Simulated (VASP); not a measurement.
A run of VASP 6.6.1:

The input INCAR:

```
ALGO = Normal ; ANDERSEN_PROB = 0.0
EDIFF = 1E-5 ; ENCUT = 520
GGA = PE ; IBRION = 0
ISIF = 2 ; ISMEAR = 1
ISYM = 0 ; LASPH = True
LCHARG = True ; LREAL = False
LWAVE = False ; MDALGO = 1
NELM = 100 ; NELMIN = 4
NSW = 20 ; POTIM = 1.0
PREC = Accurate ; RANDOM_SEED = 440414 0 0
SIGMA = 0.15 ; TEBEG = 900.0
TEEND = 900.0
```

File KPOINTS:

```
k-points
0
Gamma
  3 3 3
```

POSCAR

```
SiRuF6
1.0
    4.4720910000     -0.2495190000     -0.7842920000
   -0.4101190000      4.9754670000      0.1540760000
    0.7888460000     -0.0084260000      4.6825490000
Si Ru F
1 1 6
Direct
    0.7201110000      0.9565470000      0.0884810000
    0.1900530000      0.7556050000      0.6926040000
    0.4853720000      0.2811780000      0.7363780000
    0.7278270000      0.0172490000      0.5819970000
    0.7666550000      0.4694640000      0.0200060000
    0.0471410000      0.2412180000      0.7872730000
    0.2685320000      0.1622300000      0.1389520000
    0.4107550000      0.5462620000      0.2348290000
```

Potentials or basis: VASP PAW PBE potentials, release 64 (Si, Ru_pv, F).

The run is started by

```bash
$ cat potpaw_PBE.64/Si/POTCAR potpaw_PBE.64/Ru_pv/POTCAR potpaw_PBE.64/F/POTCAR > POTCAR
$ mpirun -np 1 vasp_std > vasp.out
```

Hardware: 1 thread of Intel(R) Xeon(R) 6975P-C (Granite Rapids), with other jobs on the host.

Estimate the wall time of this run.

It took 3.3 min on 1 thread of Intel(R) Xeon(R) 6975P-C (Granite Rapids), with other jobs on the host, peak memory 0.3 GiB. Counts: scf iterations 128, k points 14, ion steps 20.
